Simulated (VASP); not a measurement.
VASP runs on BaF2 share one base input (PBE GGA, plane waves, VASP's PBE PAW potentials (set 64)) and change the settings named in each case.

**INCAR**
```
! general
SYSTEM =BaF2
PREC   =Accurate
ENCUT  =400   ! plane-wave cut-off (eV)
LREAL  =F   ! projection in real space or not
LASPH  =T   ! aspherical one-centre terms

! electronic loop
EDIFF  =1E-6
NELM   =100
ALGO   =Normal   ! blocked Davidson
LMAXMIX=4

! smearing
ISMEAR =0
SIGMA  =0.1   ! width (eV)

! functional
GGA    =PE

! ions
ISIF   =2   ! forces and stress, cell fixed

! output
LWAVE  =F
LCHARG =F
```

**KPOINTS**
```
Automatic mesh
0
Gamma
9 9 1
0 0 0
```

POSCAR:
```
BaF2
1
    3.2851600000     0.0000000000     0.0000000000
   -1.6425800000     2.8450320000     0.0000000000
    0.0000000000     0.0000000000    17.1306070000
Ba F
1 2
Direct
  0.6666670000   0.3333330000   0.5000000000
  0.3333330000   0.6666670000   0.4086250000
  0.3333330000   0.6666670000   0.5913750000
```

POTCAR, in this order: Ba_sv F (PBE.64 set). Program: vasp_std.

```tsv
change	E(σ→0) (eV/atom)	largest force (eV/Å)
base run	-4.6673	0.008
GGA = PS	-4.9276	?
GGA_COMPAT = .FALSE., LNONCOLLINEAR = .TRUE., LSORBIT = .TRUE., MAGMOM = 0.0 0.0 0.0 0.0 0.0 0.0 0.0 0.0 0.0, program vasp_ncl	-4.7334	0.008
KPOINTS 1×1×1 Γ-centred mesh	-2.4634	4.356
```

Task: Some entries are withheld; supply them.

Result: 
- GGA = PS, largest force (eV/Å): 0.287

Energies of different potentials or functionals have different zeros.  The cell holds a wide vacuum, so values per volume refer to the whole cell. Unless said otherwise, spin-orbit coupling is left out, though it shifts the bands of the heavy elements here.

Left out are runs that ran out of time, are held back, or changed the cell or the kind of run, fixed moments of cells without a moment, rows past the twelfth, gaps on odd meshes, pressures of charged cells and columns that move by less than the noise.

The cell is a sheet or thin cut with vacuum, built from a generated structure.
